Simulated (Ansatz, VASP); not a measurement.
# Cross-check of HfTe3O8 (HfTe3O8 (Ia-3)) between VASP and Ansatz

Wanted: the spread between two codes on one cell, functional and k mesh. The structure shown is the start of the Ansatz relaxation below; VASP solves that cell, so the two are compared at the walk's first step.

Main program and level: Ansatz 0.2.0; plane waves, with VASP 6.6.1 beside it; single point at PBEsol.

### 1. The structure

The cell holds 48 atoms: 4 Hf, 12 Te and 32 O. Cell: a = 9.778 Å, b = 9.778 Å, c = 9.778 Å, α = 109.5°, β = 109.5°, γ = 109.5°.

### 2. Ansatz: relaxation, PBEsol

Ansatz runs on its default PAW (the set named soft_2) files.

The two programs are compared at the cell with which this relaxation starts, whose forces are those of its first step.

input.yaml reads:

```yaml
crystal:
  lattice:
    - [-5.6451748, 5.6451748, 5.6451748]
    - [5.6451748, -5.6451748, 5.6451748]
    - [5.6451748, 5.6451748, -5.6451748]
  atoms:
    - { symbol: Hf, position: [0.0, 0.5, 0.0] }
    - { symbol: Hf, position: [0.5, 0.5, 0.5] }
    - { symbol: Hf, position: [0.0, 0.0, 0.5] }
    - { symbol: Hf, position: [0.5, 0.0, 0.0] }
    - { symbol: Te, position: [0.9551557, 0.75, 0.7051557] }
    - { symbol: Te, position: [0.25, 0.7948443, 0.5448443] }
    - { symbol: Te, position: [0.7051557, 0.9551557, 0.75] }
    - { symbol: Te, position: [0.75, 0.7051557, 0.9551557] }
    - { symbol: Te, position: [0.7948443, 0.5448443, 0.25] }
    - { symbol: Te, position: [0.5448443, 0.25, 0.7948443] }
    - { symbol: Te, position: [0.0448443, 0.25, 0.2948443] }
    - { symbol: Te, position: [0.75, 0.2051557, 0.4551557] }
    - { symbol: Te, position: [0.2948443, 0.0448443, 0.25] }
    - { symbol: Te, position: [0.25, 0.2948443, 0.0448443] }
    - { symbol: Te, position: [0.2051557, 0.4551557, 0.75] }
    - { symbol: Te, position: [0.4551557, 0.75, 0.2051557] }
    - { symbol: O, position: [0.664241, 0.5, 0.0] }
    - { symbol: O, position: [0.835759, 0.835759, 0.835759] }
    - { symbol: O, position: [0.0, 0.664241, 0.5] }
    - { symbol: O, position: [0.5, 0.0, 0.664241] }
    - { symbol: O, position: [0.335759, 0.5, 0.0] }
    - { symbol: O, position: [0.164241, 0.164241, 0.164241] }
    - { symbol: O, position: [0.0, 0.335759, 0.5] }
    - { symbol: O, position: [0.5, 1.0, 0.335759] }
    - { symbol: O, position: [0.16376938, 0.23861924, 0.70188356] }
    - { symbol: O, position: [0.03673568, 0.46188582, 0.79811644] }
    - { symbol: O, position: [0.33623062, 0.03811418, 0.07484986] }
    - { symbol: O, position: [0.79811644, 0.03673568, 0.46188582] }
    - { symbol: O, position: [0.23861924, 0.70188356, 0.16376938] }
    - { symbol: O, position: [0.26138076, 0.42515014, 0.46326432] }
    - { symbol: O, position: [0.42515014, 0.46326432, 0.26138076] }
    - { symbol: O, position: [0.46188582, 0.79811644, 0.03673568] }
    - { symbol: O, position: [0.53673568, 0.73861924, 0.57484986] }
    - { symbol: O, position: [0.29811644, 0.83623062, 0.76138076] }
    - { symbol: O, position: [0.96188582, 0.92515014, 0.66376938] }
    - { symbol: O, position: [0.92515014, 0.66376938, 0.96188582] }
    - { symbol: O, position: [0.53811418, 0.20188356, 0.96326432] }
    - { symbol: O, position: [0.57484986, 0.53673568, 0.73861924] }
    - { symbol: O, position: [0.73861924, 0.57484986, 0.53673568] }
    - { symbol: O, position: [0.76138076, 0.29811644, 0.83623062] }
    - { symbol: O, position: [0.20188356, 0.96326432, 0.53811418] }
    - { symbol: O, position: [0.66376938, 0.96188582, 0.92515014] }
    - { symbol: O, position: [0.96326432, 0.53811418, 0.20188356] }
    - { symbol: O, position: [0.83623062, 0.76138076, 0.29811644] }
    - { symbol: O, position: [0.46326432, 0.26138076, 0.42515014] }
    - { symbol: O, position: [0.70188356, 0.16376938, 0.23861924] }
    - { symbol: O, position: [0.03811418, 0.07484986, 0.33623062] }
    - { symbol: O, position: [0.07484986, 0.33623062, 0.03811418] }
basis:
  ecutwfc: 420
  xc_grid: 2
hamiltonian:
  xc: pbesol
kpoints:
  mp_grid: { grid: [4, 4, 4] }
scf:
  occupations: { method: fermi_dirac, width: 0.01 }
  max_iter: 150
output:
  forces: true
  stress: true
relax:
  f_tol: 0.01
  max_steps: 60
  cell: {}
checkpoint:
  write: "../pbesol.run"
  compress: false
  write_wavefunctions: false
  write_every: 100000
```

Command:

```bash
> ansatz run input.yaml --threads 8 --pin off --max-ram 13189MiB --backend cpu --events-out ev --progress --plain --runs-dir out
```

Numbers of over 12 decimals in the logs are rounded to 6 here.

The program printed:

```text
Engine: ansatz 0.2.0, x86_64-unknown-linux-gnu
Pseudopotentials: kind: paw
Pseudopotential: Hf, paw, valence charge 26, recommended cutoff 420 eV (normal), Hf.paw.azcp
Pseudopotential: Te, paw, valence charge 16, recommended cutoff 420 eV (normal), Te.paw.azcp
Pseudopotential: O, paw, valence charge 6, recommended cutoff 420 eV (normal), O.paw.azcp
Functional definition: PBEsol
  exchange = pbesol_x
  correlation = pbesol_c
Crystal: 48 atoms, lattice volume = 719.602 Å³
Basis set: ecut = 420 eV, 14027 PW (Γ), exchange–correlation on 144×144×144 points (8 copies of the dense FFT grid, shifted against one another)
Bands: 293, of which v1, the nominal top of the filled ones, is band 244 counted from 1 (243 counted from 0)
Symmetry: 24 space group operations
Space group: Ia-3 (ITA 206), of the structure as read, at distance tolerance 9.0e-5 Å
k-points: 8 of 64
Non-local potential: Hf, projectors of the file, l = 0: 3, l = 1: 2, l = 2: 2, l = 3: 3
Non-local potential: Te, projectors of the file, l = 0: 2, l = 1: 2, l = 2: 2, l = 3: 2
Non-local potential: O, projectors of the file, l = 0: 2, l = 1: 2, l = 2: 1
PAW form: soft (Blöchl's): semilocal exchange-correlation on the pseudo side does not see the compensation charge
PAW frozen core: Hf, regenerated for the run's functional, and the local potential with it (the file was generated under x = pbe(κ = 0.804, μ = 0.219515), c = pbe(β = 0.066725))
PAW frozen core: Te, regenerated for the run's functional, and the local potential with it (the file was generated under x = pbe(κ = 0.804, μ = 0.219515), c = pbe(β = 0.066725))
PAW frozen core: O, regenerated for the run's functional, and the local potential with it (the file was generated under x = pbe(κ = 0.804, μ = 0.219515), c = pbe(β = 0.066725))
PAW one-centre angular grid: Hf, 590 points (default); XC on 64 Gauss nodes
PAW one-centre angular grid: Te, 590 points (default); XC on 64 Gauss nodes
PAW one-centre angular grid: O, 110 points (default); XC on 64 Gauss nodes
Initial density: superposition of atomic densities (neutral atoms: chi_scale 0, normalization atom), corrected by the library's trained network
Initial wavefunctions: pseudopotential atomic-orbital guess
Functional: x = pbesol(κ = 0.804, μ = 0.123457), c = pbesol(β = 0.046)
SCF iter   1: F=—  HF=-163157.055147 eV  |F-HF|=—  |Δ(HF+E_count)|=         —  Δρ=1.40e-2  dr2=1.15e0  ethr=1.77e-3  ⟨swp⟩=6.0  Hψ=9353  notcnv=0  defer=1
preconditioner: auto → Resta (q_TF=auto, 2.557 Å⁻¹)  ε∞=4.9  [insulator: Δε(μ)=3.799 eV  Ē_g=12.813 eV  σ=0.010 eV  W_gap=1.00  n_scr=200 (ndim 8)  ℏωp=25.4 eV  f_vac=0.122  D(μ)=0.00/eV (n_scr^D=0)  ε∞_Penn≈4.9]
SCF iter   2: F=—  HF=-163156.772708 eV  |F-HF|=—  |Δ(HF+E_count)|=   2.82e-1  Δρ=2.39e-3  dr2=2.01e-2  ethr=2.35e-4  ⟨swp⟩=2.0  Hψ=3922  notcnv=0  defer=331
SCF iter   3: F=—  HF=-163156.772326 eV  |F-HF|=—  |Δ(HF+E_count)|=   3.82e-4  Δρ=1.02e-3  dr2=4.80e-3  ethr=4.11e-6  ⟨swp⟩=2.0  Hψ=3418  notcnv=0  defer=331
SCF iter   4: F=—  HF=-163156.774917 eV  |F-HF|=—  |Δ(HF+E_count)|=   2.59e-3  Δρ=3.74e-4  dr2=6.71e-4  ethr=9.83e-7  ⟨swp⟩=2.0  Hψ=4026  notcnv=0  defer=331
SCF iter   5: F=—  HF=-163156.774968 eV  |F-HF|=—  |Δ(HF+E_count)|=   5.07e-5  Δρ=1.20e-4  dr2=1.03e-4  ethr=1.37e-7  ⟨swp⟩=2.0  Hψ=3965  notcnv=0  defer=331
SCF iter   6: F=—  HF=-163156.775074 eV  |F-HF|=—  |Δ(HF+E_count)|=   1.06e-4  Δρ=3.75e-5  dr2=1.56e-5  ethr=2.10e-8  ⟨swp⟩=2.0  Hψ=3101  notcnv=0  defer=331
SCF iter   7: F=—  HF=-163156.775786 eV  |F-HF|=—  |Δ(HF+E_count)|=   7.11e-4  Δρ=2.46e-5  dr2=3.91e-6  ethr=3.20e-9  ⟨swp⟩=2.0  Hψ=3965  notcnv=0  defer=331
SCF iter   8: F=—  HF=-163156.775786 eV  |F-HF|=—  |Δ(HF+E_count)|=   3.71e-7  Δρ=9.92e-6  dr2=7.09e-7  ethr=8.01e-10  ⟨swp⟩=2.0  Hψ=3352  notcnv=0  defer=331
SCF iter   9: F=-163156.775786 eV  HF=-163156.775786 eV  |F-HF|=1.01e-7  |Δ(HF+E_count)|=   3.26e-7  Δρ=2.50e-6  dr2=6.91e-8  ethr=2.05e-11  ⟨swp⟩=3.0  Hψ=8698  notcnv=0
SCF 1 converged in 9 iterations: F = -163156.775786 eV  dr2 = 6.91e-8
  greatest PAW one-centre occupation: 0.999 electrons in one spin orbital (limit 2), on the Te atom at site 10 (counted from 0), in its partial waves of l = 2
relax step   1: F+E_penalty+E_count = -163156.77578649 eV  Δ(F+E_penalty+E_count) = +0.000e0 eV  max|allowed force component| = 4.119e-1 eV/Å  Δτ_max = 0.0000 Å  P = +1.569 GPa  Ω = 719.602 Å³  (9 SCF iters, dr2 threshold 1.00e-7 eV, accepted)
Crystal: 48 atoms, lattice volume = 717.664 Å³
Initial density: handed on by an earlier stage of this run
Initial wavefunctions: those handed on with the density
iter 1 solved again at ethr=5.17e-6 eV; its pass at ethr=3.10e-3 eV (dr2=2.52e-2 eV) is discarded
SCF iter   1: F=—  HF=-163156.865344 eV  |F-HF|=—  |Δ(HF+E_count)|=         —  Δρ=3.29e-3  dr2=2.73e-2  ethr=5.17e-6  ⟨swp⟩=4.9  Hψ=9433  notcnv=0
[...]
SCF 10 converged in 5 iterations: F = -163156.881198 eV  dr2 = 1.65e-10
  greatest PAW one-centre occupation: 0.999 electrons in one spin orbital (limit 2), on the Te atom at site 11 (counted from 0), in its partial waves of l = 2
[...]
Harris-Foulkes:  -163156.881198 eV  (|F-HF|=1.16e-10)
Internal energy: -163156.881198 eV  (E = F + TS)
E sigma→0 (E₀):  -163156.881198 eV
Fermi energy:    9.882566 eV
--- Per-component energies (eV) ---
  E_band       = -4055.922200
  E_kinetic    = 9456.901933
  E_local      = -56265.742023  (includes V_loc(G=0)·N_el)
  E_nonlocal   = -7093.869882
  E_hartree    = 27586.707971
  E_xc         = -4995.050402
  E_vxc        = -5295.641958  (∫ρ·V_xc dr)
  E_paw        = -87128.248648  (= ΣΔE_a)
  E_vpaw       = -31.061903  (= ΣTr[D̂ρ^β])
  E_aug_tail   = 0.076283  (compensation charges beyond the density's cutoff)
  E_ewald      = -44728.287793
  E_core_change = 10.631362  (= ΣΔE_core)
  E_smearing   = -0.000000  (= −TS)
  E_closure    = -0.000000  (closes the sum)
  Σ components = -163156.881198   (vs F -163156.881198, Δ=0.00e0)
--- Forces (eV/Å), atoms counted from 1 ---
  atom   1  Hf     0.00000000    -0.00000000     0.00000000
  atom   2  Hf     0.00000000    -0.00000000     0.00000000
  atom   3  Hf     0.00000000    -0.00000000     0.00000000
  atom   4  Hf     0.00000000    -0.00000000     0.00000000
  atom   5  Te    -0.00000000     0.00009225     0.00000000
  atom   6  Te    -0.00009225     0.00000000     0.00000000
  atom   7  Te    -0.00000000    -0.00000000     0.00009225
  atom   8  Te     0.00009225    -0.00000000     0.00000000
  atom   9  Te     0.00000000    -0.00000000    -0.00009225
  atom  10  Te     0.00000000    -0.00009225     0.00000000
  atom  11  Te     0.00000000    -0.00009225     0.00000000
  atom  12  Te     0.00009225    -0.00000000    -0.00000000
  atom  13  Te    -0.00000000    -0.00000000    -0.00009225
  atom  14  Te    -0.00009225     0.00000000    -0.00000000
  atom  15  Te     0.00000000    -0.00000000     0.00009225
  atom  16  Te    -0.00000000     0.00009225    -0.00000000
  atom  17  O     -0.00010877     0.00010877     0.00010877
  atom  18  O     -0.00010877    -0.00010877    -0.00010877
  atom  19  O      0.00010877    -0.00010877     0.00010877
  atom  20  O      0.00010877     0.00010877    -0.00010877
  atom  21  O      0.00010877    -0.00010877    -0.00010877
  atom  22  O      0.00010877     0.00010877     0.00010877
  atom  23  O     -0.00010877     0.00010877    -0.00010877
  atom  24  O     -0.00010877    -0.00010877     0.00010877
[...]
atom  41  O      0.00059184    -0.00104712    -0.00019832
  atom  42  O      0.00104712    -0.00019832    -0.00059184
  atom  43  O     -0.00104712    -0.00019832     0.00059184
  atom  44  O      0.00104712     0.00019832     0.00059184
  atom  45  O      0.00104712    -0.00019832     0.00059184
  atom  46  O     -0.00059184    -0.00104712    -0.00019832
  atom  47  O      0.00019832     0.00059184    -0.00104712
  atom  48  O      0.00059184    -0.00104712     0.00019832
  max |Σ_I F_I| component: 6.07e-18 eV/Å
--- Stress (GPa, compression-positive) ---
       -0.013876      -0.000000       0.000000
       -0.000000      -0.013876       0.000000
       -0.000000       0.000000      -0.013876
  P = ⅓ Tr σ = -0.0139 GPa (-0.139 kbar)
--- Relaxed structure (8 steps of the walk, 7 accepted, 2 SCFs on fresh bases) ---
  F+E_penalty+E_count = -163156.88119783 eV   max|allowed force component| = 1.047e-3 eV/Å   (the final SCF, on the basis selected at the relaxed cell)
  cell:  # Å, volume = 710.9281 Å³
    - [-5.622402, 5.622402, 5.622402]
    - [5.622402, -5.622402, 5.622402]
    - [5.622402, 5.622402, -5.622402]
  atoms:
    - { symbol: Hf, position: [0.0, 0.5, 0.0] }
    - { symbol: Hf, position: [0.5, 0.5, 0.5] }
    - { symbol: Hf, position: [0.0, 0.0, 0.5] }
    - { symbol: Hf, position: [0.5, 0.0, 0.0] }
    - { symbol: Te, position: [0.958394, 0.75, 0.708394] }
    - { symbol: Te, position: [0.250000, 0.791606, 0.541606] }
    - { symbol: Te, position: [0.708394, 0.958394, 0.75] }
    - { symbol: Te, position: [0.75, 0.708394, 0.958394] }
    - { symbol: Te, position: [0.791606, 0.541606, 0.250000] }
    - { symbol: Te, position: [0.541606, 0.250000, 0.791606] }
    - { symbol: Te, position: [0.041606, 0.250000, 0.291606] }
    - { symbol: Te, position: [0.750000, 0.208394, 0.458394] }
    - { symbol: Te, position: [0.291606, 0.041606, 0.250000] }
    - { symbol: Te, position: [0.250000, 0.291606, 0.041606] }
    - { symbol: Te, position: [0.208394, 0.458394, 0.750000] }
    - { symbol: Te, position: [0.458394, 0.750000, 0.208394] }
    - { symbol: O, position: [0.663251, 0.500000, 0.0] }
    - { symbol: O, position: [0.836749, 0.836749, 0.836749] }
    - { symbol: O, position: [0.0, 0.663251, 0.500000] }
    - { symbol: O, position: [0.500000, 0.0, 0.663251] }
    - { symbol: O, position: [0.336749, 0.500000, 0.0] }
    - { symbol: O, position: [0.163251, 0.163251, 0.163251] }
    - { symbol: O, position: [0.0, 0.336749, 0.500000] }
    - { symbol: O, position: [0.500000, 1.0, 0.336749] }
    - { symbol: O, position: [0.169109, 0.239897, 0.702806] }
    - { symbol: O, position: [0.037091, 0.466302, 0.797194] }
    - { symbol: O, position: [0.330891, 0.033698, 0.070789] }
    - { symbol: O, position: [0.797194, 0.037091, 0.466302] }
    - { symbol: O, position: [0.239897, 0.702806, 0.169109] }
    - { symbol: O, position: [0.260103, 0.429211, 0.462909] }
    - { symbol: O, position: [0.429211, 0.462909, 0.260103] }
    - { symbol: O, position: [0.466302, 0.797194, 0.037091] }
    - { symbol: O, position: [0.537091, 0.739897, 0.570789] }
    - { symbol: O, position: [0.297194, 0.830891, 0.760103] }
    - { symbol: O, position: [0.966302, 0.929211, 0.669109] }
    - { symbol: O, position: [0.929211, 0.669109, 0.966302] }
    - { symbol: O, position: [0.533698, 0.202806, 0.962909] }
    - { symbol: O, position: [0.570789, 0.537091, 0.739897] }
    - { symbol: O, position: [0.739897, 0.570789, 0.537091] }
    - { symbol: O, position: [0.760103, 0.297194, 0.830891] }
    - { symbol: O, position: [0.202806, 0.962909, 0.533698] }
    - { symbol: O, position: [0.669109, 0.966302, 0.929211] }
    - { symbol: O, position: [0.962909, 0.533698, 0.202806] }
    - { symbol: O, position: [0.830891, 0.760103, 0.297194] }
    - { symbol: O, position: [0.462909, 0.260103, 0.429211] }
    - { symbol: O, position: [0.702806, 0.169109, 0.239897] }
    - { symbol: O, position: [0.033698, 0.070789, 0.330891] }
    - { symbol: O, position: [0.070789, 0.330891, 0.033698] }
[key lines of the parts left out:]
SCF converged after 5 iterations
Free energy (F): -163156.881198 eV
```

(Part 1 of 2 ends here.)

[Lines on the potential files, build, host, timing and source positions are cut from VASP's logs without a mark.]

[Logs are printed without paths, hosts, clocks, repeated set-up lines and the standing remarks that a program may print on its own settings, such as how far it seeks lower states.]

[Hosts, paths, dates, database ids (printed as entryN), source tags and the programs' standing remarks are cut or masked in the printed files.]
